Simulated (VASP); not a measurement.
Data:

```yaml
crystal:
  lattice:
    - [0.00000, 2.35885, 2.35885]
    - [2.35885, 0.00000, 2.35885]
    - [2.35885, 2.35885, 0.00000]
  atoms:
    - { symbol: Sb, position: [0.00000, 0.00000, 0.00000] }
```

These are PBEsol GGA, VASP's PBE PAW potentials (set 64) (plane waves; VASP) values and carry that method's errors. Numerical set-up: 400 eV cut-off, Gaussian smearing of 0.050 eV, potentials Sb.

Unless said otherwise, spin-orbit coupling is left out, though it shifts the bands of the heavy elements here.

### Question
Predict the band gap (along the path) with the smallest direct gap where there is one.

### Answer

```json
{
 "band gap (along the path)": "none (metal, semimetal or under 0.01 eV)"
}
```

Total energies compare only between runs with the same potentials, cut-off and functional.

The structure comes from a measured Sb entry (Fm-3m) of the Crystallography Open Database, whose conditions weren't checked. It was relaxed first, which changed the volume by +7 %.
